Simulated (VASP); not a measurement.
An input for Ansatz (written as the equivalent of a VASP run, and not itself run):

Ansatz 0.2 input:
```yaml
crystal:
  lattice:
    - [0.0000000, 3.1069270, 3.1069270]
    - [3.1069270, 0.0000000, 3.1069270]
    - [3.1069270, 3.1069270, 0.0000000]
  atoms:
    - { symbol: Tc, position: [0.0004330, 0.0129620, 0.0068490] }
    - { symbol: Ge, position: [0.2568950, 0.2324990, 0.2393910] }
    - { symbol: Ge, position: [0.7426720, 0.7545390, 0.7537610] }
kpoints:
  mp_grid: { grid: [5, 5, 5] }
hamiltonian:
  xc: pbe
  pseudopotentials: { kind: paw }
scf:
  occupations: { method: fermi_dirac, width: 0.136 }
  max_iter: 100
output: { forces: true, stress: true, eigenvalues: true }
```

**Question.** Translate this input to VASP (INCAR, KPOINTS, POSCAR, choice of POTCAR).

**Answer.** This is not unique; one that fits is 
INCAR:
```
LMAXMIX = 4   ! l cut-off of mixed one-centre charges
ALGO = Normal
LCHARG = .FALSE.
SYSTEM = TcGe2
EDIFF = 1E-6   ! SCF stop (eV)
PREC = Accurate
ENCUT = 300   ! plane-wave cut-off (eV)
LREAL = .FALSE.   ! projection in real space or not
ISMEAR = -1   ! Fermi-Dirac
GGA = PE   ! PBE
SIGMA = 0.136
LWAVE = .FALSE.
NELM = 100   ! most electronic steps
ISIF = 2
LASPH = .TRUE.   ! aspherical one-centre terms
```

File POSCAR:
```
TcGe2
6.2138540
  0.0000000000   0.5000000000   0.5000000000
  0.5000000000   0.0000000000   0.5000000000
  0.5000000000   0.5000000000   0.0000000000
Tc Ge
1 2
Cartesian
  0.0099055000   0.0036410000   0.0066975000
  0.2359450000   0.2481430000   0.2446970000
  0.7541500000   0.7482165000   0.7486055000
```

**KPOINTS**
```
Automatic mesh
0
Gamma
5 5 5
0 0 0
```

POTCAR, in this order: Tc_pv Ge_d (PBE.64 set). Program: vasp_std.

The two are equivalent in intent, not identical: each code has its own PAW files, so the cut-off isn't converted (ENCUT is set for VASP's; basis.ecutwfc is left out, and Ansatz then takes the one that its files recommend); Ansatz stops its SCF on the density residual and VASP on the energy change (EDIFF).

The structure was generated: TcGe2 was put into an ordered model structure, which need not be its known phase. The cell was not relaxed at this level, atoms are displaced from their ideal sites. The k-mesh is coarse (spacing up to 0.35 per Å, 2π included), so the numbers may not be converged in it.
